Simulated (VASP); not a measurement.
Given:

```xyz
5
Lattice="3.8146 0.0000 0.0000 0.0000 3.8146 0.0000 0.0000 0.0000 3.8146" Properties=species:S:1:pos:R:3 pbc="T T T"
Sr     0.0000     0.0000     0.0000
V      1.9073     1.9073     1.9073
O      1.9073     0.0000     1.9073
O      0.0000     1.9073     1.9073
O      1.9073     1.9073     0.0000
```
Starting moments (μB, in the order of the record's atoms Sr V O O O): 0.0 -0.1 0.0 0.0 0.0.

Computed with PBEsol GGA, VASP's PBE PAW potentials (set 64) (plane waves; VASP). Settings: 520 eV cut-off, Gaussian smearing of 0.050 eV, potentials Sr_sv V_sv O.

### Question
Give the spin-up energies of bands 12 to 23 at the high-symmetry points, in eV from the Fermi level.

### Answer

| band | Γ | X | M | R |
|---|---|---|---|---|
| 12 | -5.34 | -6.92 | -7.20 | -7.41 |
| 13 | -5.34 | -5.40 | -7.17 | -6.71 |
| 14 | -5.34 | -5.40 | -6.73 | -6.71 |
| 15 | -3.39 | -4.76 | -5.32 | -6.09 |
| 16 | -3.39 | -4.74 | -5.32 | -6.09 |
| 17 | -3.39 | -4.74 | -4.23 | -6.09 |
| 18 | -2.50 | -4.31 | -3.75 | -2.11 |
| 19 | -2.50 | -2.96 | -3.75 | -2.11 |
| 20 | -2.50 | -2.96 | -2.21 | -2.11 |
| 21 | -1.05 | -0.92 | 0.96 | 1.58 |
| 22 | -1.05 | 0.99 | 0.96 | 1.58 |
| 23 | -1.05 | 0.99 | 1.33 | 1.58 |

### Question
Give the spin-down energies of bands 12 to 23 at the high-symmetry points, in eV from the Fermi level.

### Answer

```csv
band,Γ,X,M,R
12,-5.34,-6.92,-7.20,-7.41
13,-5.34,-5.40,-7.17,-6.71
14,-5.34,-5.40,-6.73,-6.71
15,-3.39,-4.76,-5.32,-6.09
16,-3.39,-4.74,-5.32,-6.09
17,-3.39,-4.74,-4.23,-6.09
18,-2.50,-4.31,-3.75,-2.11
19,-2.50,-2.96,-3.75,-2.11
20,-2.50,-2.96,-2.21,-2.11
21,-1.05,-0.92,0.96,1.58
22,-1.05,0.99,0.96,1.58
23,-1.05,0.99,1.33,1.58
```

It has no gap at this level: it comes out as a metal or semimetal.

The structure comes from a measured SrVO3 entry (Pm-3m) of the Crystallography Open Database, whose conditions weren't checked. It was relaxed first.
